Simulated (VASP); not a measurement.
The system is TiN (Osbornite).

```
CELL_PARAMETERS angstrom
0.00000 2.11900 2.11900
2.11900 0.00000 2.11900
2.11900 2.11900 0.00000
ATOMIC_POSITIONS crystal
Ti 0.00000 0.00000 0.00000
N 0.50000 0.50000 0.50000
```

| Quantity | Value |
| --- | --- |
| Program | VASP 6.6.1 |
| Task | relaxation of cell and atoms |
| Functional | AM05 |
| Potentials or basis | VASP PAW PBE potentials, release 64 (Ti_sv, N) |
| Cutoff | 600 eV |
| k mesh | 16 × 16 × 16 |
| Occupations | methfessel-paxton, width 0.1 eV |
| Spin | no spin polarisation |

At the start: pressure -7.4 GPa; volume 9.51 Å³/atom.

Q: How do energy, volume and symmetry change on relaxing?

A: Over 3 steps the energy falls by 5.8 meV/atom and the volume is 9.27 Å³/atom (-2.5 %); space group Fm-3m (No. 225, to 0.05 Å).

The path:
```tsv
step	energy change (eV)	largest force (eV/Å)	pressure (GPa)	volume (Å³)
1	0.0000	0.0000	-7.39	19.03
2	0.0142	0.0000	12.28	17.85
3	-0.0115	0.0000	-0.05	18.54
```

Final structure:
```
CELL_PARAMETERS angstrom
0.00000 2.10086 2.10086
2.10086 0.00000 2.10086
2.10086 2.10086 0.00000
ATOMIC_POSITIONS crystal
Ti 0.00000 0.00000 0.00000
N 0.50000 0.50000 0.50000
```

Caveat: the PAW data sets were made with another functional, which shifts forces and pressure a little.
